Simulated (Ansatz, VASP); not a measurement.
# Cross-check of Ge4H between VASP and Ansatz, part 2 of 2

Aim: how closely do two programs agree when they are given the same cell, functional and k mesh? The cell is taken from a series of runs on this material, whose earlier steps may have relaxed, scaled, displaced or heated it; both programs get it as it stands.

VASP 6.6.1 and Ansatz 0.2.0.

So far: Starting point; VASP: single point, PBEsol, pair 1; Ansatz: single point, PBEsol, pair 1.

### Step 4. Differences

Known differences besides the potentials themselves: fixed occupations in Ansatz, narrow Gaussian smearing in VASP; Ansatz cuts the interaction across the vacuum, VASP repeats the sheet with a dipole correction (LDIPOL); the cutoff is 420 eV in Ansatz and 410 eV in VASP; Ansatz makes its cores anew for this functional, VASP keeps those of its PBE data sets. Total energies have different zeros and are not compared.

The two programs side by side:

```csv
quantity,Ansatz,VASP,difference
gap on the k mesh (eV),0.227,0.233,-0.005
```

The largest component of a force difference here is 15 meV/Å. A gap on the mesh is an upper bound, since the band edges may lie between its points. Where the cell holds vacuum, a pressure given here is an average over it and none of the material.

### Step 5. VASP: single point, PBEsol, pair 2

With cell and atoms fixed, the geometry can't cause a difference; cores, projectors, grids and the points listed under the comparison can.

INCAR reads:

```
SYSTEM = Ge4H
PREC = Accurate
ENCUT = 410
EDIFF = 1E-06
NELM = 120
ISMEAR = -1
SIGMA = 0.02
LREAL = .FALSE.
ALGO = Normal
GGA = PS
NBANDS = 70
LORBIT = 11
LWAVE = .FALSE.
LCHARG = .FALSE.
ISIF = 2
LDIPOL = .TRUE.
IDIPOL = 3
DIPOL = 0.5 0.5 0.5
LVHAR = .TRUE.
LASPH = .TRUE.
GGA_COMPAT = .FALSE.
EFERMI = MIDGAP
NELMDL = -8
KPAR = 2
```

POSCAR reads:

```
Ge4H
1.0
    3.9207939646      0.0000000000      0.0000000000
   -1.9603969823      3.3955071763      0.0000000000
    0.0000000000      0.0000000000     50.7000000000
Ge H
8 2
Direct
    0.3333333334      0.6666666667      0.3950028692
    0.0000000000      0.0000000001      0.4110692570
    0.0000000000      0.0000000001      0.4591518505
    0.6666666667      0.3333333334      0.4758908543
    0.6666666667      0.3333333334      0.5241091457
    0.3333333334      0.6666666667      0.5408481495
    0.3333333334      0.6666666667      0.5889307430
    0.0000000000      0.0000000001      0.6049971308
    0.3333333334      0.6666666667      0.3644108901
    0.0000000000      0.0000000001      0.6355891099
```

KPOINTS reads:

```
Automatic mesh
0
Gamma
6 6 1
0 0 0
```

Potentials, in the order of the species: Ge_d and H (PBE family, release 64).

On the command line:

```console
$ mpirun -np 2 vasp_std
```

Numbers of over 12 decimals in the logs are rounded to 6 here.

What it wrote:

```text
[banner, memory and clock lines left out]
running    2 mpi-ranks, on    1 nodes
[...]
[... a notice as in an earlier step ...]

 LDA part: xc-table for (Slater+PW92), standard interpolation
 [... a notice as in an earlier step ...]

 POSCAR, INCAR and KPOINTS ok, starting setup
[...]
entering main loop
       N       E                     dE             d eps       ncg     rms          rms(c)
DAV:   1     0.103650562149E+04    0.10365E+04   -0.53701E+04  1262   0.223E+03
DAV:   2     0.115096998443E+03   -0.92141E+03   -0.89396E+03  1260   0.553E+02
DAV:   3    -0.366901559156E+02   -0.15179E+03   -0.14977E+03  1404   0.192E+02
DAV:   4    -0.460675992367E+02   -0.93774E+01   -0.93410E+01  1192   0.564E+01
[...]
DAV:  27    -0.453148585497E+02   -0.25639E-05   -0.10310E-07   700   0.580E-03    0.113E-04
DAV:  28    -0.453148598938E+02   -0.13441E-05   -0.89249E-08   722   0.260E-03    0.117E-04
DAV:  29    -0.453148603310E+02   -0.43720E-06   -0.31885E-08   692   0.334E-03
   1 F= -.45314860E+02 E0= -.45314860E+02  d E =-.235836E-08
```

OUTCAR, selected parts (step 5):

```text
  Total        4.1344686      4.1344686     -0.6355218      0.0000000      0.0000000      0.0000000
  in kB        9.8139455      9.8139455     -1.5085316      0.0000000      0.0000000      0.0000000
  external PRESSURE =       6.0397865 kB  Pullay stress =       0.0000000 kB

 POSITION                                       TOTAL-FORCE (eV/Angst)
 -----------------------------------------------------------------------------------
      0.00000      2.26367     20.02665         0.000000      0.000000     -0.011547
     -0.00000      0.00000     20.84121        -0.000000      0.000000      0.000750
     -0.00000      0.00000     23.27900        -0.000000     -0.000000     -0.000949
      1.96040      1.13184     24.12767         0.000000     -0.000000      0.005932
      1.96040      1.13184     26.57233        -0.000000      0.000000     -0.005932
      0.00000      2.26367     27.42100         0.000000     -0.000000      0.000949
      0.00000      2.26367     29.85879         0.000000     -0.000000     -0.000750
     -0.00000      0.00000     30.67335         0.000000     -0.000000      0.011547
      0.00000      2.26367     18.47563         0.000000      0.000000      0.014267
     -0.00000      0.00000     32.22437        -0.000000     -0.000000     -0.014267
 -----------------------------------------------------------------------------------
    total drift:                                0.000002     -0.000002     -0.000145

  FREE ENERGIE OF THE ION-ELECTRON SYSTEM (eV)
  ---------------------------------------------------
  free  energy   TOTEN  =       -45.3148603310 eV

  energy  without entropy=      -45.3148603286  energy(sigma->0) =      -45.31486033

[... 3 further parts left out ...]
[key lines of the parts left out:]
E-fermi :  -1.3229
```

### Step 6. Ansatz: single point, PBEsol, pair 2

The same cell, functional, mesh and smearing now go to Ansatz, which takes its cutoff from its data sets.

The cell is taken from a series of runs on this material, whose earlier steps may have relaxed, scaled, displaced or heated it; both programs get it as it stands.

input.yaml reads:

```yaml
crystal:
  lattice:
    - [3.9207939646, 0.0, 0.0]
    - [-1.9603969823, 3.3955071763, 0.0]
    - [0.0, 0.0, 50.7]
  atoms:
    - { symbol: Ge, position: [0.3333333333, 0.6666666667, 0.3950028692] }
    - { symbol: Ge, position: [0.0, 0.0, 0.411069257] }
    - { symbol: Ge, position: [0.0, 0.0, 0.4591518505] }
    - { symbol: Ge, position: [0.6666666667, 0.3333333333, 0.4758908543] }
    - { symbol: Ge, position: [0.6666666667, 0.3333333333, 0.5241091457] }
    - { symbol: Ge, position: [0.3333333333, 0.6666666667, 0.5408481495] }
    - { symbol: Ge, position: [0.3333333333, 0.6666666667, 0.588930743] }
    - { symbol: Ge, position: [0.0, 0.0, 0.6049971308] }
    - { symbol: H, position: [0.3333333333, 0.6666666667, 0.3644108901] }
    - { symbol: H, position: [0.0, 0.0, 0.6355891099] }
  periodic: [true, true, false]
kpoints:
  mp_grid: { grid: [6, 6, 1] }
  band_path:
    path:
      - [0, 0, 0]
      - [0.5, 0, 0]
      - [0.3333333333333, 0.3333333333333, 0]
      - [0, 0, 0]
    npoints: 10
hamiltonian:
  xc: pbesol
  pseudopotentials: { kind: paw, azcp: { folder: soft_1 }, xc_functional: pbe }
scf:
  occupations: { method: fermi_dirac, width: 0.02 }
  n_extra_bands: 7
output:
  eigenvalues: true
  forces: true
  stress: true
  write_density: true
  write_potential: true
  elf: true
  volumetric_format: npy
```

On the command line:

```console
$ ansatz run input.yaml --threads 3 --pin off --max-ram 92160MiB --backend cuda --events-out ev --progress --plain --runs-dir out --devices 1 --max-vram 13GiB
```

What it wrote:

```text
[...]
GPUs: using 1 of 1 available (devices: 1).
[...]
GPU FFT provider: cuFFT
GPU libraries: cuBLAS 13.8.2, cuFFT 12.4.0, cuSOLVER 12.3.4
Crystal: 10 atoms, lattice volume = 674.973 Å³
Basis set: ecut = 420 eV, 13369 PW (Γ), exchange–correlation on 54×54×720 points (8 copies of the dense FFT grid, shifted against one another)
[...]
k-point 1: bands = [... 53 lower, -5.5630, -5.3642, -5.0761, -4.6163, -2.5340, -2.3097, -2.1549, -1.9504, ... 3 higher]
  k-point 2: bands = [... 53 lower, -6.3612, -5.9264, -5.8512, -5.3734, -3.1928, -3.0393, -2.7184, -2.3386, ... 3 higher]
  k-point 6: bands = [... 53 lower, -7.8457, -6.8095, -6.8095, -6.7905, -2.2960, -2.1749, -2.1749, -0.7551, ... 3 higher]
  ° read free of the cell's end (the report's vacuum.weakly_bound_levels)
[key lines of the parts left out:]
SCF converged after 9 iterations
Free energy (F): -34058.552557 eV
Fermi energy:    -3.776067 eV
P = ½ c Tr σ = 5.6869 N/m
```

### Step 7. Comparison

Compared:

```csv
quantity,Ansatz,VASP,difference
gap on the k mesh (eV),0.672,0.680,-0.007
```

The largest component of a force difference here is 15 meV/Å. A gap on the mesh is an upper bound, since the band edges may lie between its points. Where the cell holds vacuum, a pressure given here is an average over it and none of the material.

### Step 8. VASP: single point, PBEsol, pair 3

With cell and atoms fixed, the geometry can't cause a difference; cores, projectors, grids and the points listed under the comparison can.

INCAR is that of step 5.

POSCAR reads:

```
Ge4H
1.0
    3.9608020663      0.0000000000      0.0000000000
   -1.9804010331      3.4301552088      0.0000000000
    0.0000000000      0.0000000000     50.6000000000
Ge H
8 2
Direct
    0.3333333334      0.6666666667      0.3953385974
    0.0000000000      0.0000000001      0.4111032679
    0.0000000000      0.0000000001      0.4593520457
    0.6666666667      0.3333333334      0.4758093168
    0.6666666667      0.3333333334      0.5241906832
    0.3333333334      0.6666666667      0.5406479543
    0.3333333334      0.6666666667      0.5888967321
    0.0000000000      0.0000000001      0.6046614026
    0.3333333334      0.6666666667      0.3646678914
    0.0000000000      0.0000000001      0.6353321086
```

KPOINTS is that of step 5.

On the command line:

```console
$ mpirun -np 2 vasp_std
```

What it wrote:

```text
[... set-up lines as in an earlier step ...]
 entering main loop
       N       E                     dE             d eps       ncg     rms          rms(c)
DAV:   1     0.101934673708E+04    0.10193E+04   -0.53718E+04  1262   0.221E+03
DAV:   2     0.114986378142E+03   -0.90436E+03   -0.87790E+03  1260   0.552E+02
DAV:   3    -0.365348274337E+02   -0.15152E+03   -0.14955E+03  1364   0.192E+02
DAV:   4    -0.460657379636E+02   -0.95309E+01   -0.94830E+01  1178   0.564E+01
[...]
DAV:  27    -0.453877649066E+02   -0.27171E-05   -0.91906E-08   738   0.705E-03    0.163E-04
DAV:  28    -0.453877676939E+02   -0.27873E-05   -0.72668E-08   710   0.502E-03    0.180E-04
DAV:  29    -0.453877683122E+02   -0.61823E-06   -0.58707E-08   704   0.401E-03
   1 F= -.45387768E+02 E0= -.45387768E+02  d E =-.897515E-07
```

Parts of OUTCAR (step 8):

```text
  Total        1.9650758      1.9650758     -0.6303437      0.0000000      0.0000000     -0.0000000
  in kB        4.5797574      4.5797574     -1.4690634      0.0000000      0.0000000     -0.0000000
  external PRESSURE =       2.5634838 kB  Pullay stress =       0.0000000 kB

 POSITION                                       TOTAL-FORCE (eV/Angst)
 -----------------------------------------------------------------------------------
      0.00000      2.28677     20.00413        -0.000000      0.000000     -0.009878
     -0.00000      0.00000     20.80183        -0.000000      0.000000      0.004507
     -0.00000      0.00000     23.24321        -0.000000     -0.000000     -0.002786
      1.98040      1.14339     24.07595         0.000000     -0.000000      0.009127
      1.98040      1.14339     26.52405        -0.000000      0.000000     -0.009127
      0.00000      2.28677     27.35679         0.000000      0.000000      0.002786
      0.00000      2.28677     29.79817         0.000000     -0.000000     -0.004507
     -0.00000      0.00000     30.59587         0.000000     -0.000000      0.009878
      0.00000      2.28677     18.45220         0.000000      0.000000      0.012500
     -0.00000      0.00000     32.14780         0.000000      0.000000     -0.012500
 -----------------------------------------------------------------------------------
    total drift:                               -0.000003      0.000002      0.000043

  FREE ENERGIE OF THE ION-ELECTRON SYSTEM (eV)
  ---------------------------------------------------
  free  energy   TOTEN  =       -45.3877683122 eV

  energy  without entropy=      -45.3877682224  energy(sigma->0) =      -45.38776827

[... 1 part as in an earlier step ...]

[... 2 further parts left out ...]
[key lines of the parts left out:]
E-fermi :  -1.5420
```

### Step 9. Ansatz: single point, PBEsol, pair 3

The same cell, functional, mesh and smearing now go to Ansatz, which takes its cutoff from its data sets.

The cell is taken from a series of runs on this material, whose earlier steps may have relaxed, scaled, displaced or heated it; both programs get it as it stands.

input.yaml, the sections that differ from step 6:

```yaml
crystal:
  lattice:
    - [3.9608020663, 0.0, 0.0]
    - [-1.9804010331, 3.4301552088, 0.0]
    - [0.0, 0.0, 50.6]
  atoms:
    - { symbol: Ge, position: [0.3333333333, 0.6666666667, 0.3953385974] }
    - { symbol: Ge, position: [0.0, 0.0, 0.4111032679] }
    - { symbol: Ge, position: [0.0, 0.0, 0.4593520457] }
    - { symbol: Ge, position: [0.6666666667, 0.3333333333, 0.4758093168] }
    - { symbol: Ge, position: [0.6666666667, 0.3333333333, 0.5241906832] }
    - { symbol: Ge, position: [0.3333333333, 0.6666666667, 0.5406479543] }
    - { symbol: Ge, position: [0.3333333333, 0.6666666667, 0.5888967321] }
    - { symbol: Ge, position: [0.0, 0.0, 0.6046614026] }
    - { symbol: H, position: [0.3333333333, 0.6666666667, 0.3646678914] }
    - { symbol: H, position: [0.0, 0.0, 0.6353321086] }
  periodic: [true, true, false]
# kpoints, hamiltonian, scf, output: as in step 6
```

On the command line:

```console
$ ansatz run input.yaml --threads 3 --pin off --max-ram 92160MiB --backend cuda --events-out ev --progress --plain --runs-dir out --devices 1 --max-vram 13GiB
```

What it wrote:

```text
[...]
GPUs: using 1 of 1 available (devices: 1).
[...]
GPU FFT provider: cuFFT
GPU libraries: cuBLAS 13.8.2, cuFFT 12.4.0, cuSOLVER 12.3.4
Crystal: 10 atoms, lattice volume = 687.460 Å³
Basis set: ecut = 420 eV, 13597 PW (Γ), exchange–correlation on 54×54×720 points (8 copies of the dense FFT grid, shifted against one another)
[...]
k-point 1: bands = [... 53 lower, -5.6535, -5.3293, -5.1634, -4.6991, -2.6328, -2.3988, -2.3434, -2.1461, ... 3 higher]
  k-point 2: bands = [... 53 lower, -6.4270, -5.9121, -5.9091, -5.4281, -3.2539, -3.1091, -2.8163, -2.4478, ... 3 higher]
  k-point 6: bands = [... 53 lower, -7.8224, -6.7794, -6.7794, -6.7589, -2.2796, -2.1589, -2.1589, -0.7431, ... 3 higher]
  ° read free of the cell's end (the report's vacuum.weakly_bound_levels)
[key lines of the parts left out:]
SCF converged after 9 iterations
Free energy (F): -34058.626197 eV
Fermi energy:    -3.961589 eV
P = ½ c Tr σ = 3.0133 N/m
```

### Step 10. Side by side

The two programs side by side:

```csv
quantity,Ansatz,VASP,difference
gap on the k mesh (eV),0.518,0.524,-0.007
```

The largest component of a force difference here is 15 meV/Å. A gap on the mesh is an upper bound, since the band edges may lie between its points. Where the cell holds vacuum, a pressure given here is an average over it and none of the material.

### Step 11. What came out

| Item | Value |
| --- | --- |
| difference in gap on the k mesh (single point, PBEsol, pair 1) | -0.0054 eV |
| difference in gap on the k mesh (single point, PBEsol, pair 2) | -0.0075 eV |
| difference in gap on the k mesh (single point, PBEsol, pair 3) | -0.0067 eV |

What this shows: The difference in gap on the k mesh is -0.0075 eV (single point, PBEsol, pair 2), within the 0.08 eV picked in this series as the mark of a large difference. 3 further pairs of this series are not shown here. How closely two codes agree says nothing of how well the functional describes the real material.

[Lines on the potential files, build, host, timing and source positions are cut from VASP's logs without a mark.]

[Logs are printed without paths, hosts, clocks, repeated set-up lines and the standing remarks that a program may print on its own settings, such as how far it seeks lower states.]

[Hosts, paths, dates, database ids (printed as entryN), source tags and the programs' standing remarks are cut or masked in the printed files.]
